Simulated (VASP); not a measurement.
Data:

```
LiF
1.0
    0.00000     1.99793     1.99793
    1.99793     0.00000     1.99793
    1.99793     1.99793     0.00000
Li F
1 1
Direct
  0.00000   0.00000   0.00000
  0.50000   0.50000   0.50000
```

All values below come from PBE GGA with D3 dispersion (zero damping), VASP's PBE PAW potentials (set 64) (plane waves; VASP). Run with 520 eV cut-off, Gaussian smearing of 0.050 eV, potentials Li_sv F.

**Question.** Estimate the band gap (along the path) with the smallest direct gap where there is one.

**Answer.** 
The band gap (along the path) comes out as 9.31 eV and the smallest direct gap (along the path) is 9.31 eV.

Only differences to runs with the same potentials and settings are physical.

The compound is LiF in the rock salt structure. It was relaxed first.
